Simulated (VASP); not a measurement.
Data:

```
Y
1.0
    1.82528    -3.16148     0.00000
    1.82528     3.16148     0.00000
    0.00000     0.00000     5.63167
Y
2
Direct
  0.33333   0.66667   0.25000
  0.66667   0.33333   0.75000
```

Calculation: PW91 GGA, VASP's PBE PAW potentials (set 64) (plane waves; VASP 6.6.1). Settings: 520 eV cut-off, Gaussian smearing of 0.050 eV, potentials Y_sv.

Problem. Predict the band gap (along the path) with the smallest direct gap where there is one.

Solution. 
| Item | Value |
|---|---|
| band gap (along the path) | none (metal, semimetal or under 0.01 eV) |

Only differences to runs with the same potentials and settings are physical.

The compound is Y in the hcp structure. It was relaxed first.
